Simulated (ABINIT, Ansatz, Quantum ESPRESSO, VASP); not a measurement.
# Code comparison for HfBRh₃ (Pm-3m, 5 atoms in the cell)

Self-consistent single point.

```
HfBRh3
1.0
    4.09526     0.00000     0.00000
    0.00000     4.09526     0.00000
    0.00000     0.00000     4.09526
Hf B Rh
1 1 3
Cartesian
  0.00000   0.00000   0.00000
  2.04763   2.04763   2.04763
  0.00000   2.04763   2.04763
  2.04763   0.00000   2.04763
  2.04763   2.04763   0.00000
```

All programs got the same cell, k-point mesh and kind of occupations (in Ansatz's words: kpoints.mp_grid.grid = 6 6 6; scf.occupations.method = gaussian; scf.occupations.width = 0.05 eV); potentials, basis and cutoffs are each program's usual ones.

```json
[
 {"code": "ABINIT", "model": "PBEsol, PAW (JTH v2.0 PBE PAW, files made for PBE)", "pressure (GPa)": "-3.25", "cutoff": "21 Ha"},
 {"code": "Quantum ESPRESSO", "model": "PBEsol, GBRV 1.5 ultrasoft (PBESOL) pseudopotentials", "pressure (GPa)": "-4.56", "cutoff": "40 Ry"},
 {"code": "Ansatz", "model": "PBEsol, PAW files made with PBE", "pressure (GPa)": "-3.03", "cutoff": "420 eV"},
 {"code": "VASP", "model": "PBEsol, VASP's PBE PAW potentials (set 64)", "pressure (GPa)": "-4.22", "cutoff": "400 eV"}
]
```

The spread over the programs that give each value: pressure within 1.53 GPa.

The starting cell comes from a database of computed structures (which also holds hypothetical and non-ambient phases and stackings), without a prior relaxation at this level. On Ansatz's run: Spin-orbit coupling is off. Spin polarisation is off.

Task: Why do the programs differ, and what cannot be compared?

Result: Differences of this kind can come from the potentials, where these differ, and from what each basis and cutoff leave unconverged. The valence holds different numbers of electrons (ABINIT 66, Quantum ESPRESSO 60, Ansatz (a program for electronic structure) 80, VASP 58). The zero of total energies and Fermi levels follows the potentials and each program's conventions, so they are not compared here. Ansatz's pressure is given at a fixed set of plane waves, as the other plane-wave codes print theirs; with its correction for the finite basis it is -2.91 GPa.

VASP's run is marked for a possible Pulay error in its stress at this cutoff; no cutoff test was made.

Left out of this page: GPAW, CP2K, Elk, FLEUR and SIESTA (not drawn, or without a comparable value).

Keys are those of Ansatz 0.2.
